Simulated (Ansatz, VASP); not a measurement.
# Cross-check of SiO2 between VASP and Ansatz, part 3 of 3

One calculation is typed for both programs; each brings its own data sets. How far apart do they land? The cell is taken from a series of runs on this material, whose earlier steps may have relaxed, scaled, displaced or heated it; both programs get it as it stands.

VASP 6.6.1 and Ansatz 0.2.0.

So far: Starting point; VASP: zone-centre phonons, LDA.

## Step 3: Ansatz: zone-centre phonons, LDA

Level of this step: Ansatz beside VASP: Kohn-Sham DFT, plane waves, LDA (Ansatz).

Ansatz runs on its PAW soft_1 files.

The same cell, functional (in two slightly different forms) and mesh now go to Ansatz, which takes its cutoff from its data sets.

The input, input.yaml:

```yaml
crystal:
  lattice:
    - [3.9887162495, 0.0, 0.0]
    - [0.0, 3.9887162495, 0.0]
    - [0.0, 0.0, 2.7257176037]
  atoms:
    - { symbol: O, position: [0.6967816348, 0.6967816348, 0.0] }
    - { symbol: O, position: [0.1967816348, 0.8032183652, 0.5] }
    - { symbol: O, position: [0.3032183652, 0.3032183652, 0.0] }
    - { symbol: O, position: [0.8032183652, 0.1967816348, 0.5] }
    - { symbol: Si, position: [0.5, 0.5, 0.5] }
    - { symbol: Si, position: [0.0, 0.0, 0.0] }
kpoints:
  mp_grid: { grid: [8, 8, 8] }
hamiltonian:
  xc: lda
  pseudopotentials: { kind: paw, azcp: { folder: soft_1 }, xc_functional: pbe }
scf:
  occupations: { method: fixed }
output:
  eigenvalues: true
phonons:
  method: dfpt
  dielectric: true
  rigid_motions: translations
```

On the command line:

```
$ ansatz run input.yaml --threads 8 --pin off --max-ram 16384MiB --backend cpu --events-out ev --progress --plain --runs-dir out
```

Numbers of over 12 decimals in the logs are rounded to 6 here.

What it wrote:

```text
Engine: ansatz 0.2.0, aarch64-unknown-linux-gnu
Pseudopotentials: kind: paw
Pseudopotential: O, paw, valence charge 6, recommended cutoff 420 eV (normal), soft_1/O.paw.azcp
Pseudopotential: Si, paw, valence charge 4, recommended cutoff 420 eV (normal), soft_1/Si.paw.azcp
Functional definition: SPW92
  exchange = slater_x
  correlation = pw_c
Crystal: 6 atoms, lattice volume = 43.366 Å³
Basis set: ecut = 420 eV, 865 PW (Γ), exchange–correlation on 60×60×40 points (8 copies of the dense FFT grid, shifted against one another)
Bands: 22, of which v1, the nominal top of the filled ones, is band 16 counted from 1 (15 counted from 0)
Symmetry: 16 space group operations
k-points: 260 of 512 (irreducible under 1 space group operation, time reversal used)
Non-local potential: O, projectors of the file, l = 0: 2, l = 1: 2, l = 2: 1
Non-local potential: Si, projectors of the file, l = 0: 2, l = 1: 2, l = 2: 1
PAW form: soft (Blöchl's): semilocal exchange-correlation on the pseudo side does not see the compensation charge
PAW frozen core: O, regenerated for the run's functional, and the local potential with it (the file was generated under x = pbe(κ = 0.804, μ = 0.219515), c = pbe(β = 0.066725))
PAW frozen core: Si, regenerated for the run's functional, and the local potential with it (the file was generated under x = pbe(κ = 0.804, μ = 0.219515), c = pbe(β = 0.066725))
PAW one-centre angular grid: O, 110 points (default); XC on 64 Gauss nodes
PAW one-centre angular grid: Si, 110 points (default); XC on 64 Gauss nodes
Initial density: superposition of atomic densities (chi_scale 0.1, normalization cell, long waves kept (reshape's long-wave potential 0.00 eV rms))
Initial wavefunctions: pseudopotential atomic-orbital guess
Functional: x = slater, c = lda
SCF iter   1: F=—  HF=-3447.482287 eV  |F-HF|=—  |Δ(HF+E_count)|=         —  Δρ=1.53e-1  dr2=7.77e0  ethr=3.10e-3  ⟨swp⟩=4.3  Hψ=25895  notcnv=0  defer=1005
preconditioner: auto → none  [insulator: Δε(μ)=7.700 eV  Ē_g=20.299 eV  n_scr=10 (ndim 8)  ℏωp=31.9 eV  f_vac=0.000  ε∞_Penn≈3.5]
SCF iter   2: F=—  HF=-3445.307280 eV  |F-HF|=—  |Δ(HF+E_count)|=    2.18e0  Δρ=6.41e-2  dr2=6.39e-1  ethr=3.10e-3  ⟨swp⟩=3.1  Hψ=13778  notcnv=0  defer=1017
SCF iter   3: F=—  HF=-3445.146434 eV  |F-HF|=—  |Δ(HF+E_count)|=   1.61e-1  Δρ=2.29e-2  dr2=8.04e-2  ethr=2.00e-3  ⟨swp⟩=2.3  Hψ=9786  notcnv=0  defer=1031
SCF iter   4: F=—  HF=-3445.147648 eV  |F-HF|=—  |Δ(HF+E_count)|=   1.21e-3  Δρ=1.81e-3  dr2=4.69e-4  ethr=2.51e-4  ⟨swp⟩=2.0  Hψ=6583  notcnv=0  defer=1032
SCF iter   5: F=—  HF=-3445.147854 eV  |F-HF|=—  |Δ(HF+E_count)|=   2.06e-4  Δρ=2.28e-4  dr2=1.53e-5  ethr=1.47e-6  ⟨swp⟩=2.0  Hψ=9699  notcnv=0  defer=1032
SCF iter   6: F=—  HF=-3445.147854 eV  |F-HF|=—  |Δ(HF+E_count)|=   2.01e-7  Δρ=3.65e-5  dr2=1.91e-7  ethr=4.77e-8  ⟨swp⟩=2.3  Hψ=9064  notcnv=0  defer=464
SCF iter   7: F=—  HF=-3445.147853 eV  |F-HF|=—  |Δ(HF+E_count)|=   5.90e-7  Δρ=4.78e-6  dr2=5.24e-9  ethr=5.97e-10  ⟨swp⟩=2.0  Hψ=9258  notcnv=0  defer=427
SCF iter   8: F=-3445.147853 eV  HF=-3445.147853 eV  |F-HF|=4.41e-11  |Δ(HF+E_count)|=   1.97e-9  Δρ=5.01e-7  dr2=6.71e-11  ethr=1.00e-12  ⟨swp⟩=12.0  Hψ=43655  notcnv=0
SCF 1 converged in 8 iterations: F = -3445.147853 eV  dr2 = 6.71e-11
  greatest PAW one-centre occupation: 0.857 electrons in one spin orbital (limit 2), on the O atom at site 3 (counted from 0), in its partial waves of l = 0
DFPT response loops at Γ: preconditioner auto → none (the input reference at scf.mixing.eps_inf says where Resta's filter doesn't serve); β = 0.50; Broyden in place of MSR1
SCF converged after 8 iterations
Free energy (F): -3445.147853 eV
Harris-Foulkes:  -3445.147853 eV  (|F-HF|=4.41e-11)
Internal energy: -3445.147853 eV  (E = F + TS)
E sigma→0 (E₀):  -3445.147853 eV
Fermi energy:    11.483415 eV
--- Per-component energies (eV) ---
  E_band       = 87.216030
  E_kinetic    = 793.525321
  E_local      = -1145.899092  (includes V_loc(G=0)·N_el)
  E_nonlocal   = 262.908445
  E_hartree    = 418.656795
  E_xc         = -402.754391
  E_vxc        = -470.595013  (∫ρ·V_xc dr)
  E_paw        = -1583.490145  (= ΣΔE_a)
  E_vpaw       = -190.040726  (= ΣTr[D̂ρ^β])
  E_aug_tail   = 0.003279  (compensation charges beyond the density's cutoff)
  E_ewald      = -1788.654412
  E_core_change = 0.556347  (= ΣΔE_core)
  E_smearing   = -0.000000  (= −TS)
  E_closure    = -0.000000  (closes the sum)
  Σ components = -3445.147853   (vs F -3445.147853, Δ=0.00e0)
--- Band table (eV; the first three rows and the last of 260) ---
  k-point 0: bands = [... 12 lower, 8.8171, 10.6271, 10.6271, 11.4834, 17.3251, 18.0485, 19.4082, 19.4082, ... 2 higher]
  k-point 1: bands = [... 12 lower, 8.2204, 10.4427, 10.4427, 11.2066, 18.4017, 18.7846, 20.3116, 20.3116, ... 2 higher]
  k-point 2: bands = [... 12 lower, 7.0999, 9.8889, 9.8889, 10.3933, 19.9229, 20.8041, 21.5318, 22.3425, ... 2 higher]
  k-point 259: bands = [... 12 lower, 9.8354, 9.8354, 9.8943, 9.8943, 19.5332, 19.5332, 23.1342, 23.1342, ... 2 higher]
--- Phonons (Γ-DFPT): 4 representative perturbations + reference, on 260 of 512 k-points (Σ response iterations 12) ---
  k mesh reduced under 1 symmetry operation, with k and −k counted as one. Each operation leaves every solved perturbation unchanged. A smaller set is not considered because the run solves the response to a homogeneous field
  ASR residual: 3.231e-4 → 0.000e0 eV/Å²; symmetrization residual: 2.103e-6 eV/Å²
  ASR residual per site (eV/Å²): 3.23e-4 3.23e-4 3.23e-4 3.23e-4 7.60e-5 7.60e-5
  Γ frequencies (cm⁻¹): 0.00 0.00 0.00 203.25 387.09 484.76 484.76 606.10 606.10 619.96 640.63 729.13 729.13 796.07 843.50 854.51 854.51 1042.14
  ε∞ (high-frequency dielectric tensor):
        3.325922     0.000000     0.000000
        0.000000     3.325922     0.000000
        0.000000     0.000000     3.605911
  ε⁰ (static dielectric tensor: ions relaxed, cell fixed):
        9.162873    -0.000000     0.000000
       -0.000000     9.162873     0.000000
        0.000000     0.000000     9.893018
  ε⁰ − ε∞ (ionic part):
        5.836951    -0.000000     0.000000
       -0.000000     5.836951     0.000000
        0.000000     0.000000     6.287106
  softest optical mode at Γ: 203.25 cm⁻¹; the repairs (sum rule, projections) moved no ω² at Γ by more than (2.54 cm⁻¹)²
  Born effective charges Z* (e; rows j = field, columns β = displacement):
    site 0:
        -1.88223   -0.51823    0.00000
        -0.51823   -1.88223    0.00000
         0.00000    0.00000   -2.06192
    site 1:
        -1.88223    0.51823    0.00000
         0.51823   -1.88223    0.00000
         0.00000    0.00000   -2.06192
    site 2:
        -1.88223   -0.51823    0.00000
        -0.51823   -1.88223    0.00000
         0.00000    0.00000   -2.06192
    site 3:
        -1.88223    0.51823    0.00000
         0.51823   -1.88223    0.00000
         0.00000    0.00000   -2.06192
    site 4:
         3.76446   -0.25230    0.00000
        -0.25230    3.76446    0.00000
         0.00000    0.00000    4.12384
    site 5:
[...]
Z* charge neutrality: 6.583e-5 e pre-enforcement
  k-mesh period / interband length: 21.8 Å / 1.09 Å = 20.02 at k = (0.0000, 0.0000, 0.0000), direct gap 5.842 eV — 14 or more, which is no proof of convergence
  optical modes at Γ without the LO–TO term, one row a degenerate level:
      ω (cm⁻¹)  modes    IR ((D/Å)²/amu)
[...]
optical modes at Γ + LO–TO along q̂ = [1.0000, 0.0000, 0.0000]:
      ω (cm⁻¹)  modes    IR ((D/Å)²/amu)
[...]
optical modes at Γ + LO–TO along q̂ = [0.0000, 1.0000, 0.0000]:
      ω (cm⁻¹)  modes    IR ((D/Å)²/amu)
[...]
optical modes at Γ + LO–TO along q̂ = [0.0000, 0.0000, 1.0000]:
      ω (cm⁻¹)  modes    IR ((D/Å)²/amu)
[...]
606.10      2             0.0000
        619.96      1             0.0000
        729.13      2             4.2473
        796.07      1             0.0000
        843.50      1             0.0000
        854.51      2            48.0610
       1042.14      1             0.0000
       1061.11      1            52.4625
```

## Step 4: Differences

Known differences besides the potentials themselves: fixed occupations in Ansatz, narrow Gaussian smearing in VASP; the cutoff is 420 eV in Ansatz and 600 eV in VASP; VASP's log shows a relativistic correction to its local exchange, Ansatz's none; VASP's log repeats an internal error in its field response. Total energies have different zeros and are not compared.

Both answers:

```tsv
quantity	Ansatz	VASP	difference
ε∞ xx	3.33	3.30	+0.72 %
ε∞ yy	3.33	3.30	+0.72 %
ε∞ zz	3.61	3.58	+0.78 %
Born charge of O1 (mean of the diagonal) (e)	-1.94	-1.92	-0.02
Born charge of Si5 (mean of the diagonal) (e)	3.88	3.85	+0.03
optical mode 1 (cm⁻¹)	203.2	204.1	-0.39 %
optical mode 2 (cm⁻¹)	387.1	390.3	-0.82 %
optical mode 3 to 4 (cm⁻¹)	484.8	487.3	-0.53 %
optical mode 5 to 6 (cm⁻¹)	606.1	610.6	-0.74 %
optical mode 7 (cm⁻¹)	620.0	623.8	-0.61 %
optical mode 8 (cm⁻¹)	640.6	646.8	-0.95 %
optical mode 9 to 10 (cm⁻¹)	729.1	731.2	-0.28 %
optical mode 11 (cm⁻¹)	796.1	802.2	-0.76 %
optical mode 12 (cm⁻¹)	843.5	847.7	-0.50 %
optical mode 13 to 14 (cm⁻¹)	854.5	862.2	-0.89 %
optical mode 15 (cm⁻¹)	1042.1	1045.5	-0.32 %
```

Modes are paired by rising frequency, not by their patterns, so a pair may set unlike modes beside each other; they are those without the splitting of longitudinal modes.

## Step 5: What came out

```yaml
r_m_s_difference_of_the_optical_zone_centre_modes_each_program_s_sorted_by_frequency_zone_centre_phonons_lda: 4.6 cm⁻¹
difference_in_optical_mode_8_zone_centre_phonons_lda: -0.9 %
```

What this shows: The r.m.s. difference of the optical zone-centre modes, each program's sorted by frequency is 4.6 cm⁻¹ (zone-centre phonons, LDA). Among the rows given in per cent, the largest difference of the zone-centre phonons, LDA pair is in optical mode 8, -0.9 %. How closely two codes agree says nothing of how well the functional describes the real material.

[Lines on the potential files, build, host, timing and source positions are cut from VASP's logs without a mark.]

[Logs are printed without paths, hosts, clocks, repeated set-up lines and the standing remarks that a program may print on its own settings, such as how far it seeks lower states.]

[Hosts, paths, dates, database ids (printed as entryN), source tags and the programs' standing remarks are cut or masked in the printed files.]
